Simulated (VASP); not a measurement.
Consider the following.

```
CELL_PARAMETERS angstrom
      0.00000     3.13865     3.13865
      3.13865     0.00000     3.13865
      3.13865     3.13865     0.00000
ATOMIC_POSITIONS crystal
  Cd 0.00000 0.00000 0.00000
  Se 0.25000 0.25000 0.25000
```

Method: revTPSS meta-GGA, VASP's PBE PAW potentials (set 64) (plane waves; VASP). Settings: 520 eV cut-off, 8×8×8 Γ-centred mesh, Gaussian smearing of 0.050 eV, potentials Cd Se.

### Question
Give the stress tensor in GPa (positive for a compressed cell).

### Answer

```
-2.41   0.00   0.00
 0.00  -2.41   0.00
 0.00   0.00  -2.41
```
The pressure is its mean diagonal, -2.41 GPa.

The compound is CdSe in the zinc blende structure, whereas wurtzite is the usual form. This cell is one point of a volume scan, at 1.06 of the reference volume.
